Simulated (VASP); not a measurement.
```yaml
crystal:
  lattice:
    - [-0.00173, 4.58540, 4.58648]
    - [4.58540, -0.00173, 4.58648]
    - [2.29184, 2.29184, 0.00000]
  atoms:
    - { symbol: Zr, position: [0.99860, 0.99860, 0.00280] }
    - { symbol: Zr, position: [0.99823, 0.50177, 0.00000] }
    - { symbol: Zr, position: [0.50177, 0.99823, 0.00000] }
    - { symbol: Zr, position: [0.50140, 0.50140, 0.99720] }
    - { symbol: N, position: [0.25000, 0.25000, 0.50000] }
    - { symbol: N, position: [0.25000, 0.75000, 0.50000] }
    - { symbol: N, position: [0.75000, 0.25000, 0.50000] }
    - { symbol: C, position: [0.75000, 0.75000, 0.50000] }
```

Method: PBEsol GGA, VASP's PBE PAW potentials (set 64) (plane waves; VASP 6.6.1). Run with 520 eV cut-off, Gaussian smearing of 0.050 eV, potentials Zr_sv N C.

Question: Predict the band gap (along the path) with the smallest direct gap where there is one.

Answer: 
```json
{
 "band gap (along the path)": "none (metal, semimetal or under 0.01 eV)"
}
```

The absolute energy has meaning only against runs of the same code, potentials and settings.

The structure was generated: Zr4CN3 was put into an ordered model structure (Cmmm), which need not be its known phase. It was relaxed first. The electron count is odd and the run is not spin-polarised, which forces a metal.
